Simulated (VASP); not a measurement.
Y3Ge and the effect of the strain (εxy = 0.5 s)

```xyz
4
Lattice="-2.2654 2.2654 5.1970 2.2654 -2.2654 5.1970 2.2654 2.2654 -5.1970" Properties=species:S:1:pos:R:3 pbc="T T T"
Y     0.0000    0.0000    5.1970
Y     2.2654    0.0000    2.5985
Y     0.0000    2.2654    2.5985
Ge    0.0000    0.0000    0.0000
```

The cell comes from a database or a generator and needn't be the stable form of this composition.

Kept alike: task relaxation of the atoms; functional PBE; k mesh 6 × 6 × 6; occupations fermi-dirac, width 0.05 eV; no spin polarisation. Program: VASP, PBE PAW files Ge_d, Y_sv, 520 eV. The mesh is that of the run's cell of 4 atoms. No spin-orbit coupling.

```csv
s,stress xy (GPa),free energy over the lowest row (meV/atom)
-0.04,1.95,6.47
-0.02,0.97,1.62
-0.01,0.49,0.40
0,0.00,0.00
0.01,-0.49,0.40
0.02,-0.97,1.62
0.04,-1.95,6.47
```

Stress is positive in compression; the values hold the error of the finite cutoff, so their zero can differ a little from the energy's minimum. The cell shown is the unstrained one; x, y and z are its Cartesian axes. For a metal such a mesh leaves the last digits unconverged. Shear stress takes the same sign, opposite to σ = Cε, so its slope is minus the stiffness.

What does the strain (εxy = 0.5 s) change here?

The stress xy falls from 1.95 to -1.95 GPa between -0.04 and 0.04. A parabola through the five rows nearest s = 0 has a slope of -49 GPa per unit of s at s = 0, so the stiffness that links it to this strain is about 49 GPa; the fractions stay fixed. The free energy is lowest at 0, and 6.47 meV an atom higher at -0.04; 0.04.
